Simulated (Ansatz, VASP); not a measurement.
# Cross-check of ZnSn2 between VASP and Ansatz

Wanted: the spread between two codes on one cell, functional and k mesh. The cell is generated by rule, not measured, and may not be a known phase. Of the first pair: The two relaxations start from unlike cells of this crystal (the structure described is Ansatz's start), so only their ends are compared.

Calculated with Ansatz 0.2.0; plane waves, with VASP 6.6.1 beside it; relaxation of cell and atoms at PBEsol.

### Step 1. Set-up

The structure is tetragonal, space group I4/mmm (No. 139). The conventional cell has a = 2.780 Å, b = 2.780 Å, c = 9.659 Å, α = 90.00°, β = 90.00°, γ = 90.00°. Nearest to Sn lie 4 Zn at 2.49 Å and 8 Sn at 2.64 to 2.78 Å. Nearest to Zn lie 8 Sn at 2.49 Å and 4 Zn at 2.78 Å. Farther neighbours are not listed.

### Step 2. VASP: relaxation of cell and atoms, PBEsol, pair 1

The relaxed volume is the usual yardstick between codes: in a stiff, nearly cubic crystal its relative difference is about their pressure difference at one cell divided by the bulk modulus.

Lines of VASP's logs that name or quote its potential files are left out, and so is its time.

File INCAR:

```
SYSTEM = ZnSn2
PREC = Accurate
ENCUT = 500
EDIFF = 1E-07
NELM = 120
ISMEAR = 0
SIGMA = 0.1
LREAL = .FALSE.
ALGO = Normal
GGA = PS
NBANDS = 26
LORBIT = 11
LWAVE = .FALSE.
LCHARG = .FALSE.
ISIF = 3
IBRION = 2
NSW = 80
EDIFFG = -0.005
LASPH = .TRUE.
GGA_COMPAT = .FALSE.
NELMIN = 4
KPAR = 2
```

File POSCAR:

```
ZnSn2
1.0
   -1.6756000920      1.6756000920      5.9681781987
    1.6756000920     -1.6756000920      5.9681781987
    1.6756000920      1.6756000920     -5.9681781987
Sn Zn
2 1
Direct
    0.6484162521      0.6484162521      0.0000000000
    0.3515837479      0.3515837479      0.0000000000
    0.0000000000      0.0000000000      0.0000000000
```

File KPOINTS:

```
Automatic mesh
0
Gamma
10 10 10
0 0 0
```

The projector-augmented-wave data sets are Sn_d and Zn (PBE family, release 64).

Run with:

```
$ mpirun -np 2 vasp_std
```

Numbers of over 12 decimals in the logs are rounded to 6 here.

Log:

```text
[banner, memory and clock lines left out]
running    2 mpi-ranks, on    1 nodes
 distrk:  each k-point on    1 cores,    2 groups
 distr:  one band on    1 cores,    1 groups

 POSCAR found type information on POSCAR SnZn
 POSCAR found :  2 types and       3 ions
|                                                                             |
|               ----> ADVICE to this user running VASP <----                  |
|                                                                             |
|     You enforced a specific xc type in the INCAR file but a different       |
|     [... a line on the potential file left out ...]
|     I HOPE YOU KNOW WHAT YOU ARE DOING!                                     |
|                                                                             |

 LDA part: xc-table for (Slater+PW92), standard interpolation
 POSCAR, INCAR and KPOINTS ok, starting setup
 FFT: planning ... GRIDC
 FFT: planning ... GRID_SOFT
 FFT: planning ... GRID
 WAVECAR not read
 entering main loop
       N       E                     dE             d eps       ncg     rms          rms(c)
DAV:   1     0.303166101088E+03    0.30317E+03   -0.20586E+04  5332   0.244E+03
DAV:   2     0.215876130157E+02   -0.28158E+03   -0.27756E+03  5320   0.480E+02
DAV:   3    -0.907659707761E+01   -0.30664E+02   -0.30388E+02  6022   0.156E+02
DAV:   4    -0.100344628936E+02   -0.95787E+00   -0.95576E+00  6294   0.293E+01
DAV:   5    -0.100612746478E+02   -0.26812E-01   -0.26807E-01  7060   0.477E+00    0.333E+00
DAV:   6    -0.986279553262E+01    0.19848E+00   -0.12180E+00  5978   0.181E+01    0.250E+00
DAV:   7    -0.984633958768E+01    0.16456E-01   -0.10281E-01  5988   0.454E+00    0.125E+00
DAV:   8    -0.983988937995E+01    0.64502E-02   -0.20359E-02  6044   0.143E+00    0.124E-01
DAV:   9    -0.983953208850E+01    0.35729E-03   -0.15272E-03  7476   0.622E-01    0.526E-02
DAV:  10    -0.983950412582E+01    0.27963E-04   -0.40551E-04  6592   0.239E-01    0.119E-02
DAV:  11    -0.983950140270E+01    0.27231E-05   -0.39062E-05  6176   0.974E-02    0.947E-03
DAV:  12    -0.983950144903E+01   -0.46331E-07   -0.57410E-06  6550   0.302E-02    0.200E-03
DAV:  13    -0.983950148287E+01   -0.33836E-07   -0.66143E-07  4974   0.993E-03
   1 F= -.98395015E+01 E0= -.98365368E+01  d E =-.983950E+01
[...]
2 F= -.98402246E+01 E0= -.98371567E+01  d E =-.723068E-03
[...]
3 F= -.98402565E+01 E0= -.98372060E+01  d E =-.755039E-03
[...]
4 F= -.98402561E+01 E0= -.98372038E+01  d E =-.754586E-03
[...]
5 F= -.98402618E+01 E0= -.98372132E+01  d E =-.571498E-05
 ZBRENT: can't locate minimum, use default step
 trial-energy change:   -0.000006  1 .order   -0.000006   -0.000006   -0.000005
 step:   3.8790(harm=  4.1483)  dis= 0.00154  next Energy=    -9.840270 (dE=-0.135E-04)
 bond charge predicted
       N       E                     dE             d eps       ncg     rms          rms(c)
DAV:   1    -0.984023537015E+01    0.26476E-04   -0.13371E-02  6210   0.625E-01    0.266E-02
DAV:   2    -0.984027433214E+01   -0.38962E-04   -0.44077E-04  7124   0.193E-01    0.127E-02
DAV:   3    -0.984027256844E+01    0.17637E-05   -0.61572E-06  6450   0.284E-02    0.861E-03
DAV:   4    -0.984027158670E+01    0.98174E-06   -0.36336E-06  6510   0.251E-02    0.193E-03
DAV:   5    -0.984027146501E+01    0.12169E-06   -0.42315E-07  5000   0.662E-03    0.972E-04
DAV:   6    -0.984027141457E+01    0.50443E-07   -0.22691E-08  2780   0.185E-03
   6 F= -.98402714E+01 E0= -.98372336E+01  d E =-.153456E-04
 curvature:  -2.11 expect dE=-0.200E-05 dE for cont linesearch -0.537E-06
 trial: gam=-0.14390 g(F)=  0.263E-06 g(S)=  0.683E-06 ort = 0.130E-05 (trialstep = 0.155E+01)
 search vector abs. value=  0.709E-06
 reached required accuracy - stopping structural energy minimisation
```

From OUTCAR (step 2):

```text
ion  position               nearest neighbor table
   1  0.648  0.648  0.000-   3 2.96   3 2.96   3 2.96   3 2.96   2 3.39   2 3.39   2 3.39   2 3.39
                             2 3.54
   2  0.352  0.352  0.000-   3 2.96   3 2.96   3 2.96   3 2.96   1 3.39   1 3.39   1 3.39   1 3.39
                             1 3.54
   3  0.000  0.000  0.000-   1 2.96   1 2.96   1 2.96   2 2.96   1 2.96   2 2.96   2 2.96   2 2.96

  LATTYP: Found a body centered tetragonal cell.
 ALAT       =     3.3512001840
 C/A-ratio  =     3.5618153921

 Subroutine GETGRP returns: Found 16 space group operations
 (whereof 16 operations were pure point group operations)

The static configuration has the point symmetry D_4h.

 Found    102 irreducible k-points:

   k-points           NKPTS =    102   k-points in BZ     NKDIM =    102   number of bands    NBANDS=     26

   dimension x,y,z NGX =    48 NGY =   48 NGZ =   48
   dimension x,y,z NGXF=    96 NGYF=   96 NGZF=   96

   ENCUT  =  500.0 eV  36.75 Ry    6.06 a.u.  11.71 11.71 11.71*2*pi/ulx,y,z

   NELECT =      40.0000    total number of electrons

 k-points in reciprocal lattice and weights: Automatic mesh
   0.00000000  0.00000000  0.00000000       0.001
   0.10000000  0.00000000  0.00000000       0.008
   0.20000000  0.00000000  0.00000000       0.008
   0.30000000  0.00000000  0.00000000       0.008
   0.40000000 -0.00000000  0.00000000       0.008
   0.50000000 -0.00000000  0.00000000       0.004
   0.10000000  0.10000000  0.00000000       0.008
   0.20000000  0.10000000  0.00000000       0.016
   0.30000000  0.10000000  0.00000000       0.016
[...]
-0.40000000 -0.40000000  0.40000000       0.002
   0.50000000  0.50000000  0.50000000       0.001

 average (electrostatic) potential at core
       1 -99.6396       2 -99.6396       3 -32.3234

 E-fermi :   7.1527

 k-point     1 :       0.0000    0.0000    0.0000
  band No.  band energies     occupation
    ...
     14      -0.2882      2.00000
     15      -0.1013      2.00000
     16      -0.1013      2.00000
     17      -0.0285      2.00000
     18       1.5611      2.00000
     19      10.3519      0.00000
     20      10.3519      0.00000
     21      10.4260      0.00000
     22      10.4260      0.00000
     23      11.1210      0.00000
    ...

 k-point     2 :       0.1000    0.0000    0.0000
  band No.  band energies     occupation
    ...
     14      -0.2665      2.00000
     15      -0.0979      2.00000
     16      -0.0392      2.00000
     17       0.0592      2.00000
     18       1.7879      2.00000
     19       8.4810      0.00000
     20       8.9484      0.00000
     21      10.3020      0.00000
     22      10.7840      0.00000
     23      11.6819      0.00000
    ...

 k-point     3 :       0.2000    0.0000    0.0000
  band No.  band energies     occupation
    ...
     16      -0.0668      2.00000
     17       0.3174      2.00000
     18       2.4549      2.00000
     19       6.1220      2.00000
     20       7.0025      1.96625
     21      10.5373      0.00000
     22      11.4477      0.00000
     23      11.7523      0.00000
     24      13.2345      0.00000
     25      14.2280      0.00000
    ...

  Total       -0.0045748     -0.0045748     -0.0008009      0.0000000      0.0000000      0.0000000
  in kB       -0.1084767     -0.1084767     -0.0189898      0.0000000      0.0000000      0.0000000
  external PRESSURE =      -0.0786477 kB  Pullay stress =       0.0000000 kB

  energy-cutoff  :      500.00
  volume of cell :       67.57
      direct lattice vectors                 reciprocal lattice vectors
    -1.680026362  1.680026362  5.984814139     0.000000000  0.297614378  0.083544783
     1.680026362 -1.680026362  5.984814139     0.297614378  0.000000000  0.083544783
     1.680026362  1.680026362 -5.984814139     0.297614378  0.297614378  0.000000000

 POSITION                                       TOTAL-FORCE (eV/Angst)
 -----------------------------------------------------------------------------------
      0.00000      0.00000      7.75974        -0.000000     -0.000000     -0.001650
      1.68003      1.68003     -1.77493         0.000000      0.000000      0.001650
     -0.00000      0.00000      0.00000        -0.000000     -0.000000      0.000000
 -----------------------------------------------------------------------------------
    total drift:                               -0.000000      0.000000      0.000000

  FREE ENERGIE OF THE ION-ELECTRON SYSTEM (eV)
  ---------------------------------------------------
  free  energy   TOTEN  =        -9.8402714146 eV

  energy  without entropy=       -9.8341958324  energy(sigma->0) =       -9.83723362

 reached required accuracy - stopping structural energy minimisation

 total charge
# of ion       s       p       d       tot
------------------------------------------
    1        1.280   0.921   9.987  12.188
    2        1.280   0.921   9.987  12.188
    3        0.648   0.351   9.727  10.726
--------------------------------------------------
tot          3.207   2.193  29.701  35.101

[... 3 further parts left out ...]
```

CONTCAR:

```
ZnSn2
   1.00000000000000
    -1.6800263622218574    1.6800263622218574    5.9848141391732650
     1.6800263622218574   -1.6800263622218574    5.9848141391732650
     1.6800263622218574    1.6800263622218574   -5.9848141391732650
  Sn              Zn
     2     1
Direct
     0.6482858410069920    0.6482858410069920    0.0000000000000000
     0.3517141589930079    0.3517141589930079    1.0000000000000000
     0.0000000000000000    0.0000000000000000    0.0000000000000000
```

The run keeps the 16 symmetry operations of its start, so it cannot find a distortion of lower symmetry.

### Step 3. Ansatz: relaxation of cell and atoms, PBEsol, pair 1

Ansatz runs on its default PAW (the set named soft_2) files.

Its own start cell and the same functional, mesh and smearing now go to Ansatz, which takes its cutoff from its data sets.

File input.yaml:

```yaml
crystal:
  lattice:
    - [-1.38999, 1.38999, 4.82949]
    - [1.38999, -1.38999, 4.82949]
    - [1.38999, 1.38999, -4.82949]
  atoms:
    - { symbol: Sn, position: [0.65863576, 0.65863576, 0.0] }
    - { symbol: Sn, position: [0.34136424, 0.34136424, 0.0] }
    - { symbol: Zn, position: [0.0, 0.0, 0.0] }
kpoints:
  mp_grid: { grid: [10, 10, 10] }
hamiltonian:
  xc: pbesol
scf:
  occupations: { method: gaussian, width: 0.1 }
output:
  forces: true
  stress: true
  eigenvalues: true
relax:
  adjacent_minimum: "off"
  f_tol: 0.05
  max_steps: 80
  cell: { stress_tol: 0.5 }
```

Run with:

```
$ ansatz run input.yaml --threads 4 --pin off --max-ram 14336MiB --backend cpu --events-out ev --progress --plain --runs-dir out
```

Log:

```text
The last accepted step is kept in <dir> (removed where the run ends without a failure and the disk answers)
basis.fft_grid_basis auto: the FFT boxes are laid along the combinations [[1, 0, 1], [0, 1, 1], [0, 0, 1]] of the cell's own vectors, 2.780, 2.780 and 5.214 Å long. The dense box has 20×20×36 points. Along the cell's own vectors, as sized, it would have 36×36×36, 3.24 times as many. Of the 16 symmetry operations that the crystal satisfies within crystal.symmetry.tolerance (time reversal apart; of a slab, those that k [...]
Engine: ansatz 0.2.0, x86_64-unknown-linux-gnu
Pseudopotentials: kind: paw
Pseudopotential: Sn, paw, valence charge 14, recommended cutoff 420 eV (normal), Sn.paw.azcp
Pseudopotential: Zn, paw, valence charge 12, recommended cutoff 420 eV (normal), Zn.paw.azcp
Functional definition: PBEsol
  exchange = pbesol_x
  correlation = pbesol_c
Crystal: 3 atoms, lattice volume = 37.324 Å³
Basis set: ecut = 420 eV, 749 PW (Γ), FFT grids on a1+a3, a2+a3, a3, exchange–correlation on 40×40×72 points (8 copies of the dense FFT grid, shifted against one another)
Bands: 24, of which v1, the nominal top of the filled ones, is band 20 counted from 1 (19 counted from 0)
Symmetry: 16 space group operations
Space group: I4/mmm (ITA 139), of the structure as read, at distance tolerance 3.3e-5 Å
k-points: 102 of 1000
Non-local potential: Sn, projectors of the file, l = 0: 2, l = 1: 2, l = 2: 2, l = 3: 2
Non-local potential: Zn, projectors of the file, l = 0: 2, l = 1: 2, l = 2: 3, l = 3: 1
PAW form: soft (Blöchl's): semilocal exchange-correlation on the pseudo side does not see the compensation charge
PAW frozen core: Sn, regenerated for the run's functional, and the local potential with it (the file was generated under x = pbe(κ = 0.804, μ = 0.219515), c = pbe(β = 0.066725))
PAW frozen core: Zn, regenerated for the run's functional, and the local potential with it (the file was generated under x = pbe(κ = 0.804, μ = 0.219515), c = pbe(β = 0.066725))
PAW one-centre angular grid: Sn, 590 points (default); XC on 64 Gauss nodes
PAW one-centre angular grid: Zn, 590 points (default); XC on 64 Gauss nodes
Initial density: superposition of atomic densities (neutral atoms: chi_scale 0, normalization atom), corrected by the library's trained network
Initial wavefunctions: pseudopotential atomic-orbital guess
Functional: x = pbesol(κ = 0.804, μ = 0.123457), c = pbesol(β = 0.046)
SCF iter   1: F=—  HF=-15172.194618 eV  |F-HF|=—  |Δ(HF+E_count)|=         —  Δρ=1.07e-2  dr2=3.37e-2  ethr=1.77e-3  ⟨swp⟩=6.3  Hψ=11867  notcnv=0
preconditioner: auto → Kerker (q_TF=auto, 2.760 Å⁻¹)  [metal: Δε(μ)=0.020 eV  Ē_g=19.795 eV  σ=0.100 eV  W_gap=0.11  n_scr=12 (ndim 8)  ℏωp=38.4 eV  f_vac=0.000  D(μ)=1.42/eV (n_scr^D=12)]
SCF iter   2: F=—  HF=-15172.187793 eV  |F-HF|=—  |Δ(HF+E_count)|=   6.83e-3  Δρ=4.83e-3  dr2=6.54e-3  ethr=8.42e-5  ⟨swp⟩=2.0  Hψ=4442  notcnv=0  defer=25
SCF iter   3: F=—  HF=-15172.185713 eV  |F-HF|=—  |Δ(HF+E_count)|=   2.08e-3  Δρ=3.05e-3  dr2=3.97e-3  ethr=1.64e-5  ⟨swp⟩=2.3  Hψ=3713  notcnv=0  defer=25
SCF iter   4: F=—  HF=-15172.184487 eV  |F-HF|=—  |Δ(HF+E_count)|=   1.23e-3  Δρ=5.82e-4  dr2=1.96e-4  ethr=9.92e-6  ⟨swp⟩=2.1  Hψ=3268  notcnv=0  defer=25
SCF iter   5: F=—  HF=-15172.184491 eV  |F-HF|=—  |Δ(HF+E_count)|=   4.17e-6  Δρ=2.10e-4  dr2=9.64e-6  ethr=4.89e-7  ⟨swp⟩=2.0  Hψ=3338  notcnv=0  defer=25
SCF iter   6: F=—  HF=-15172.184483 eV  |F-HF|=—  |Δ(HF+E_count)|=   7.80e-6  Δρ=2.71e-5  dr2=2.01e-7  ethr=2.41e-8  ⟨swp⟩=2.3  Hψ=3281  notcnv=0  defer=25
SCF iter   7: F=-15172.184483 eV  HF=-15172.184483 eV  |F-HF|=2.60e-8  |Δ(HF+E_count)|=   2.46e-7  Δρ=1.72e-5  dr2=5.98e-8  ethr=2.50e-10  ⟨swp⟩=7.9  Hψ=12530  notcnv=0
SCF 1 converged in 7 iterations: F = -15172.184483 eV  dr2 = 5.98e-8
  greatest PAW one-centre occupation: 0.992 electrons in one spin orbital (limit 2), on the Sn atom at site 1 (counted from 0), in its partial waves of l = 2
relax step   1: F+E_penalty+E_count = -15172.18448346 eV  Δ(F+E_penalty+E_count) = +0.000e0 eV  max|allowed force component| = 2.707e0 eV/Å  Δτ_max = 0.0000 Å  P = +149.247 GPa  Ω = 37.324 Å³  (7 SCF iters, dr2 threshold 1.00e-7 eV, accepted)
[...]
relax step   7: F+E_penalty+E_count = -15180.18077620 eV  Δ(F+E_penalty+E_count) = -5.589e-2 eV  max|allowed force component| = 3.806e-2 eV/Å  Δτ_max = 0.0049 Å  P = +2.208 GPa  Ω = 65.222 Å³  energy of the carried Pulay correction = -9.072e-4 eV  (6 SCF iters, dr2 threshold 3.00e-7 eV, accepted)
[...]
relax step   8: F+E_penalty+E_count = -15180.19630284 eV  Δ(F+E_penalty+E_count) = -1.553e-2 eV  max|allowed force component| = 5.042e-3 eV/Å  Δτ_max = 0.0165 Å  P = -0.422 GPa  Ω = 68.085 Å³  energy of the carried Pulay correction = -2.080e-3 eV  (6 SCF iters, dr2 threshold 3.00e-7 eV, accepted)
[...]
relax step   9: F+E_penalty+E_count = -15180.19740649 eV  Δ(F+E_penalty+E_count) = -1.104e-3 eV  max|allowed force component| = 2.376e-4 eV/Å  Δτ_max = 0.0013 Å  P = +0.001 GPa  Ω = 67.567 Å³  energy of the carried Pulay correction = -1.858e-3 eV  (5 SCF iters, dr2 threshold 3.00e-7 eV, accepted)
[...]
relax step  10: F+E_penalty+E_count = -15180.19909285 eV  Δ(F+E_penalty+E_count) = -1.686e-3 eV  max|allowed force component| = 3.548e-5 eV/Å  Δτ_max = 0.0000 Å  P = -0.014 GPa  Ω = 67.567 Å³  stress off target by 1.90e-2 GPa  SCF on the basis re-selected at this cell (its energy is not comparable with the rows above)  (5 SCF iters)
basis re-selected at this cell: Δ(F+E_penalty+E_count) = -1.686e-3 eV, ΔP = -0.015 GPa vs the last step (what re-selecting the basis moved, of the pressure what is left beyond the Pulay correction that the steps carried, after the strain that the cell walked since its last selection, with what the two solves' SCF thresholds leave and, on support functions, any second-order correction that the steps lacked; it is no m [...]
SCF converged after 5 iterations
Free energy (F): -15180.199093 eV
Harris-Foulkes:  -15180.199093 eV  (|F-HF|=2.15e-9)
Internal energy: -15180.193050 eV  (E = F + TS)
E sigma→0 (E₀):  -15180.196072 eV
Entropy (-TS):   -0.006043 eV (-2.014 meV/atom)
Fermi energy:    11.163880 eV
--- Per-component energies (eV) ---
  E_band       = -99.647054
  E_kinetic    = 505.053779
  E_local      = -3222.339667  (includes V_loc(G=0)·N_el)
  E_nonlocal   = 550.960326
  E_hartree    = 1705.777688
  E_xc         = -895.817126
  E_vxc        = -248.094512  (∫ρ·V_xc dr)
  E_paw        = -9915.780073  (= ΣΔE_a)
  E_vpaw       = -1096.781806  (= ΣTr[D̂ρ^β])
  E_aug_tail   = -0.000364  (compensation charges beyond the density's cutoff)
  E_ewald      = -3909.414648
  E_core_change = 1.367034  (= ΣΔE_core)
  E_smearing   = -0.006043  (= −TS)
  E_closure    = 0.000000  (closes the sum)
  Σ components = -15180.199093   (vs F -15180.199093, Δ=0.00e0)
--- Forces (eV/Å), atoms counted from 1 ---
  atom   1  Sn     0.00000000     0.00000000     0.00003548
  atom   2  Sn    -0.00000000     0.00000000    -0.00003548
  atom   3  Zn     0.00000000     0.00000000     0.00000000
  max |Σ_I F_I| component: 1.63e-19 eV/Å
--- Stress (GPa, compression-positive) ---
       -0.011586      -0.000000       0.000000
       -0.000000      -0.011586       0.000000
        0.000000       0.000000      -0.019001
  P = ⅓ Tr σ = -0.0141 GPa (-0.141 kbar)
--- Band table (eV; the first three rows and the last of 102) ---
  k-point 0: bands = [... 16 lower, 3.9892, 5.5748, 14.3529, 14.3529, 14.4494, 14.4494, 15.1285, 15.9335]
  k-point 1: bands = [... 16 lower, 4.2596, 5.8262, 12.6157, 12.6442, 13.1557, 13.1579, 16.6093, 17.8678]
  k-point 2: bands = [... 16 lower, 5.0271, 6.6281, 10.8544, 10.8768, 11.3669, 11.3845, 17.1585, 17.7675]
  k-point 101: bands = [... 16 lower, 3.9892, 9.7269, 10.3457, 13.1424, 13.1424, 16.4441, 17.0188, 17.0188]
--- Relaxed structure (8 steps of the walk, 8 accepted, 2 SCFs on fresh bases) ---
  F+E_penalty+E_count = -15180.19909285 eV   max|allowed force component| = 3.548e-5 eV/Å   (the final SCF, on the basis selected at the relaxed cell)
  cell:  # Å, volume = 67.5673 Å³
    - [-1.679779, 1.679779, 5.986493]
    - [1.679779, -1.679779, 5.986493]
    - [1.679779, 1.679779, -5.986493]
  atoms:
    - { symbol: Sn, position: [0.648097, 0.648097, 0] }
    - { symbol: Sn, position: [0.351903, 0.351903, 0] }
    - { symbol: Zn, position: [3.591939264760477e-19, 3.5919392647604773e-19, 0] }
```

In the SCF lines HF is the Harris–Foulkes energy and dr2 the Hartree energy of the density residual, in eV; the loop may stop once dr2 is under the threshold and the program's other checks hold. Hψ counts applications of the Hamiltonian.

### Step 4. Side by side

Known differences besides the potentials themselves: the cutoff is 420 eV in Ansatz and 500 eV in VASP; Ansatz makes its cores anew for this functional, VASP keeps those of its PBE data sets; Ansatz adds a Pulay correction to the stress that steers its cell, VASP none. Total energies have different zeros and are not compared.

Both answers:

```tsv
quantity	Ansatz	VASP	difference
volume (Å³)	67.57	67.57	+0.00 %
edge a after relaxation, in the typed setting (Å)	6.441	6.439	+0.02 %
```

(Part 1 of 2 ends here.)

[Lines on the potential files, build, host, timing and source positions are cut from VASP's logs without a mark.]

[Logs are printed without paths, hosts, clocks, repeated set-up lines and the standing remarks that a program may print on its own settings, such as how far it seeks lower states.]

[Hosts, paths, dates, database ids (printed as entryN), source tags and the programs' standing remarks are cut or masked in the printed files.]
